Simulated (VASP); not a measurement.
```
CELL_PARAMETERS angstrom
      1.59455    -2.76185     0.00000
      1.59455     2.76185     0.00000
      0.00000     0.00000     5.19304
ATOMIC_POSITIONS crystal
  Ga 0.66667 0.33333 0.50006
  Ga 0.33333 0.66667 0.00006
  N  0.66667 0.33333 0.87694
  N  0.33333 0.66667 0.37694
```

These are PBE GGA, VASP's PBE PAW potentials (set 64) (plane waves; VASP) values and carry that method's errors. Settings: 620 eV cut-off, 8×8×5 Γ-centred mesh, Gaussian smearing of 0.050 eV, potentials Ga_d N.

**Question.** Predict the energy per atom (σ→0), pressure.

**Answer.** 
```
Property                       Result
---------------------  --------------
energy per atom (σ→0)  -6.078 eV/atom
pressure                     4.97 GPa
```

Only differences to runs with the same potentials and settings are physical.

The compound is GaN in the wurtzite structure. It was relaxed first under an external pressure of 5 GPa.
